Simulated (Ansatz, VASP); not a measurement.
# MoF6 in two plane-wave programs

Wanted: the spread between two codes on one cell, functional and k mesh. The cell is taken from a series of runs on this material, whose earlier steps may have relaxed, scaled, displaced or heated it; both programs get it as it stands.

Main program and level: Ansatz 0.2.0; plane waves, with VASP 6.6.1 beside it; dielectric response at LDA.

## Step 1: The structure

The structure is cubic, space group Im-3m (No. 229). Conventional cell: a = 6.335 Å, b = 6.335 Å, c = 6.335 Å, α = 90.00°, β = 90.00°, γ = 90.00°. Nearest to Mo lie 6 F at 1.83 Å. Nearest to F lie 1 Mo at 1.83 Å. Farther neighbours and most contacts between anions are not listed.

Coordinates:

```cif
data_structure
_symmetry_space_group_name_H-M 'Im-3m'
_symmetry_Int_Tables_number 229
_cell_length_a 6.3347
_cell_length_b 6.3347
_cell_length_c 6.3347
_cell_angle_alpha 90.000
_cell_angle_beta 90.000
_cell_angle_gamma 90.000
_cell_volume 254.20
loop_
_atom_site_label
_atom_site_type_symbol
_atom_site_symmetry_multiplicity
_atom_site_Wyckoff_symbol
_atom_site_fract_x
_atom_site_fract_y
_atom_site_fract_z
_atom_site_occupancy
Mo1 Mo 2 a 0.00000 0.00000 0.00000 1
F1 F 12 e 0.00000 0.00000 0.71067 1
```

## Step 2: Ansatz: dielectric response, LDA

Ansatz runs on its default PAW (the set named soft_2) files.

The response to a field tests empty states and converges slowly with the mesh.

Input file input.yaml:

```yaml
crystal:
  lattice:
    - [-3.1673432161, 3.1673432161, 3.1673432161]
    - [3.1673432161, -3.1673432161, 3.1673432161]
    - [3.1673432161, 3.1673432161, -3.1673432161]
  atoms:
    - { symbol: Mo, position: [0.0, 0.0, 0.0] }
    - { symbol: F, position: [0.71067122, 0.71067122, 0.0] }
    - { symbol: F, position: [0.28932878, 0.28932878, 0.0] }
    - { symbol: F, position: [0.0, 0.28932878, 0.28932878] }
    - { symbol: F, position: [0.0, 0.71067122, 0.71067122] }
    - { symbol: F, position: [0.71067122, 0.0, 0.71067122] }
    - { symbol: F, position: [0.28932878, 0.0, 0.28932878] }
kpoints:
  mp_grid: { grid: [6, 6, 6] }
hamiltonian:
  xc: lda
scf:
  occupations: { method: fixed }
dielectric: {}
```

Command:

```
ansatz run input.yaml --threads 4 --pin off --max-ram 7372MiB --backend cpu --events-out ev --progress --plain --runs-dir out
```

Numbers of over 12 decimals in the logs are rounded to 6 here.

The program printed:

```text
Engine: ansatz 0.2.0, aarch64-unknown-linux-gnu
Pseudopotentials: kind: paw
Pseudopotential: Mo, paw, valence charge 14, recommended cutoff 420 eV (normal), Mo.paw.azcp
Pseudopotential: F, paw, valence charge 7, recommended cutoff 420 eV (normal), F.paw.azcp
Functional definition: SPW92
  exchange = slater_x
  correlation = pw_c
Crystal: 7 atoms, lattice volume = 127.100 Å³
Basis set: ecut = 420 eV, 2491 PW (Γ), exchange–correlation on 80×80×80 points (8 copies of the dense FFT grid, shifted against one another)
Bands: 35, of which v1, the nominal top of the filled ones, is band 28 counted from 1 (27 counted from 0)
Symmetry: 48 space group operations
k-points: 30 of 216 (irreducible under 8 space group operations, time reversal used)
Non-local potential: Mo, projectors of the file, l = 0: 3, l = 1: 2, l = 2: 2, l = 3: 1
Non-local potential: F, projectors of the file, l = 0: 2, l = 1: 2, l = 2: 1
PAW form: soft (Blöchl's): semilocal exchange-correlation on the pseudo side does not see the compensation charge
PAW frozen core: Mo, regenerated for the run's functional, and the local potential with it (the file was generated under x = pbe(κ = 0.804, μ = 0.219515), c = pbe(β = 0.066725))
PAW frozen core: F, regenerated for the run's functional, and the local potential with it (the file was generated under x = pbe(κ = 0.804, μ = 0.219515), c = pbe(β = 0.066725))
PAW one-centre angular grid: Mo, 590 points (default); XC on 64 Gauss nodes
PAW one-centre angular grid: F, 110 points (default); XC on 64 Gauss nodes
Initial density: superposition of atomic densities (neutral atoms: chi_scale 0, normalization atom), corrected by the library's trained network
Initial wavefunctions: pseudopotential atomic-orbital guess
Functional: x = slater, c = lda
SCF iter   1: F=—  HF=-9605.685146 eV  |F-HF|=—  |Δ(HF+E_count)|=         —  Δρ=1.44e-2  dr2=1.72e-1  ethr=1.77e-3  ⟨swp⟩=4.0  Hψ=3747  notcnv=0  defer=120
preconditioner: auto → Resta (q_TF=auto, 2.380 Å⁻¹)  ε∞=3.8  [insulator: Δε(μ)=4.181 eV  Ē_g=13.694 eV  n_scr=18 (ndim 8)  ℏωp=22.8 eV  f_vac=0.394  ε∞_Penn≈3.8]
SCF iter   2: F=—  HF=-9605.645234 eV  |F-HF|=—  |Δ(HF+E_count)|=   3.99e-2  Δρ=5.32e-3  dr2=4.40e-2  ethr=3.07e-4  ⟨swp⟩=2.2  Hψ=1896  notcnv=0  defer=120
SCF iter   3: F=—  HF=-9605.637714 eV  |F-HF|=—  |Δ(HF+E_count)|=   7.52e-3  Δρ=2.29e-3  dr2=5.44e-3  ethr=7.85e-5  ⟨swp⟩=3.0  Hψ=1790  notcnv=0  defer=137
SCF iter   4: F=—  HF=-9605.636473 eV  |F-HF|=—  |Δ(HF+E_count)|=   1.24e-3  Δρ=7.60e-4  dr2=7.17e-4  ethr=9.71e-6  ⟨swp⟩=2.3  Hψ=1444  notcnv=0  defer=147
SCF iter   5: F=—  HF=-9605.636394 eV  |F-HF|=—  |Δ(HF+E_count)|=   7.92e-5  Δρ=1.10e-4  dr2=2.84e-5  ethr=1.28e-6  ⟨swp⟩=2.9  Hψ=1720  notcnv=0  defer=62
SCF iter   6: F=—  HF=-9605.636409 eV  |F-HF|=—  |Δ(HF+E_count)|=   1.54e-5  Δρ=2.18e-5  dr2=4.95e-7  ethr=5.06e-8  ⟨swp⟩=3.0  Hψ=1873  notcnv=0  defer=44
SCF iter   7: F=—  HF=-9605.636412 eV  |F-HF|=—  |Δ(HF+E_count)|=   2.96e-6  Δρ=3.77e-6  dr2=1.70e-8  ethr=8.84e-10  ⟨swp⟩=2.6  Hψ=1555  notcnv=0  defer=44
SCF iter   8: F=—  HF=-9605.636412 eV  |F-HF|=—  |Δ(HF+E_count)|=   3.50e-8  Δρ=5.71e-7  dr2=4.81e-10  ethr=3.03e-11  ⟨swp⟩=2.0  Hψ=1345  notcnv=0  defer=44
SCF iter   9: F=-9605.636412 eV  HF=-9605.636412 eV  |F-HF|=4.37e-11  |Δ(HF+E_count)|=   1.07e-9  Δρ=9.25e-8  dr2=1.16e-11  ethr=1.00e-12  ⟨swp⟩=9.4  Hψ=3154  notcnv=0
SCF 1 converged in 9 iterations: F = -9605.636412 eV  dr2 = 1.16e-11
  greatest PAW one-centre occupation: 0.999 electrons in one spin orbital (limit 2), on the Mo atom at site 0 (counted from 0), in its partial waves of l = 0
NSCF: frozen V_eff on 1 k-points
DFPT response loops at Γ: preconditioner auto → none (the input reference at scf.mixing.eps_inf says where Resta's filter doesn't serve); β = 0.50; Broyden in place of MSR1
SCF converged after 9 iterations
Free energy (F): -9605.636412 eV
Harris-Foulkes:  -9605.636412 eV  (|F-HF|=4.37e-11)
Internal energy: -9605.636412 eV  (E = F + TS)
E sigma→0 (E₀):  -9605.636412 eV
Fermi energy:    -2.988951 eV
--- Per-component energies (eV) ---
  E_band       = -787.512317
  E_kinetic    = 1656.119243
  E_local      = -6932.234951  (includes V_loc(G=0)·N_el)
  E_nonlocal   = 594.140313
  E_hartree    = 2630.701213
  E_xc         = -642.505593
  E_vxc        = -824.080956  (∫ρ·V_xc dr)
  E_paw        = -4209.225679  (= ΣΔE_a)
  E_vpaw       = -542.870562  (= ΣTr[D̂ρ^β])
  E_aug_tail   = 0.012202  (compensation charges beyond the density's cutoff)
  E_ewald      = -2703.795488
  E_core_change = 1.152327  (= ΣΔE_core)
  E_smearing   = -0.000000  (= −TS)
  E_closure    = 0.000000  (closes the sum)
  Σ components = -9605.636412   (vs F -9605.636412, Δ=0.00e0)
--- Band table (eV; the first three rows and the last of 30) ---
  k-point 0: bands = [... 24 lower, -3.3598, -2.9890, -2.9890, -2.9890, 1.4246, 1.4246, 1.4246, 5.8569, ... 3 higher]
  k-point 1: bands = [... 24 lower, -3.3659, -3.0223, -3.0083, -3.0073, 1.3961, 1.3980, 1.4272, 5.9302, ... 3 higher]
  k-point 2: bands = [... 24 lower, -3.3779, -3.1014, -3.0550, -3.0488, 1.3383, 1.3399, 1.4324, 5.9616, ... 3 higher]
  k-point 29: bands = [... 24 lower, -3.4441, -3.0268, -3.0268, -3.0268, 1.4242, 1.4242, 1.4242, 5.6961, ... 3 higher]
--- Dielectric response (ions clamped): 1 representative field direction + reference, on 30 of 216 k-points (Σ response iterations 8) ---
  k mesh reduced under 8 symmetry operations, with k and −k counted as one. Each operation leaves every solved perturbation unchanged. A smaller set is not considered because the run solves the response to a homogeneous field
  ε∞ (high-frequency dielectric tensor):
        2.041901    -0.000000     0.000000
       -0.000000     2.041901     0.000000
        0.000000    -0.000000     2.041901
  Born effective charges Z* (e; rows j = field, columns β = displacement):
    site 0:
         4.74855   -0.00000    0.00000
         0.00000    4.74855   -0.00000
         0.00000   -0.00000    4.74855
    site 1:
        -0.37605   -0.00000    0.00000
         0.00000   -0.37605    0.00000
         0.00000   -0.00000   -1.62217
    site 2:
        -0.37605   -0.00000   -0.00000
         0.00000   -0.37605   -0.00000
        -0.00000   -0.00000   -1.62217
    site 3:
        -1.62217   -0.00000    0.00000
        -0.00000   -0.37605   -0.00000
        -0.00000   -0.00000   -0.37605
    site 4:
        -1.62217    0.00000    0.00000
         0.00000   -0.37605   -0.00000
        -0.00000   -0.00000   -0.37605
    site 5:
        -0.37605    0.00000    0.00000
         0.00000   -1.62217   -0.00000
         0.00000    0.00000   -0.37605
    site 6:
        -0.37605   -0.00000    0.00000
        -0.00000   -1.62217   -0.00000
         0.00000    0.00000   -0.37605
  Z* charge neutrality: 7.187e-5 e pre-enforcement
  k-mesh period / interband length: 38.0 Å / 1.08 Å = 35.22 at k = (-0.5000, -0.5000, -0.5000), direct gap 4.451 eV — 14 or more, which is no proof of convergence
```

Reading the cycles: dr2 is the Hartree energy of the density residual (eV), the measure of convergence; HF is the Harris–Foulkes estimate of the energy, which meets the free energy F at convergence.

[end of part 1 of 2]

[Lines on the potential files, build, host, timing and source positions are cut from VASP's logs without a mark.]

[Logs are printed without paths, hosts, clocks, repeated set-up lines and the standing remarks that a program may print on its own settings, such as how far it seeks lower states.]

[Hosts, paths, dates, database ids (printed as entryN), source tags and the programs' standing remarks are cut or masked in the printed files.]
